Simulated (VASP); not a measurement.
Input:

```yaml
crystal:
  lattice:
    - [2.02014, -5.64980, 0.00000]
    - [2.02014, 5.64980, 0.00000]
    - [0.00000, 0.00000, 4.03615]
  atoms:
    - { symbol: Sn, position: [0.87721, 0.12279, 0.25000] }
    - { symbol: Sn, position: [0.12279, 0.87721, 0.75000] }
    - { symbol: S, position: [0.64821, 0.35179, 0.25000] }
    - { symbol: S, position: [0.35179, 0.64821, 0.75000] }
```

Level of theory: PBEsol GGA, VASP's PBE PAW potentials (set 64) (plane waves; VASP). Run with 400 eV cut-off, Gaussian smearing of 0.050 eV, potentials Sn_d S.

Unless said otherwise, spin-orbit coupling is left out, though it shifts the bands of the heavy elements here.

Question: Give the energies of bands 13 to 23 at the high-symmetry points, in eV from the valence-band maximum.

Answer: 
```tsv
band	Γ	Y	C0	Z	A0	T	S	R
13	-6.22	-7.54	-8.80	-7.61	-6.86	-8.30	-8.58	-6.72
14	-6.05	-4.97	-7.14	-7.61	-6.86	-8.30	-7.52	-6.72
15	-4.96	-4.16	-3.81	-4.18	-5.90	-2.51	-3.35	-5.68
16	-4.14	-3.75	-2.52	-4.18	-5.90	-2.51	-3.29	-5.68
17	-3.77	-2.87	-2.35	-2.37	-3.86	-2.28	-2.51	-4.52
18	-2.90	-2.36	-2.35	-2.37	-3.86	-2.28	-2.29	-4.52
19	-2.32	-2.33	-1.61	-0.53	-2.27	-1.34	-1.06	-2.22
20	-0.90	-0.92	0.00	-0.53	-2.27	-1.34	-0.22	-2.22
21	3.17	0.02	0.87	0.76	2.25	1.78	1.09	2.27
22	3.86	3.31	0.98	0.76	2.25	1.78	1.17	2.27
23	3.96	3.46	1.81	1.58	4.49	2.17	1.24	4.59
```

The gap is indirect, 0.02 eV, from the valence maximum at C0 to the conduction minimum at Y.

The structure comes from a measured SnS entry (Cmcm) of the Crystallography Open Database, whose conditions weren't checked. It was relaxed first, which changed the volume by -7 %.
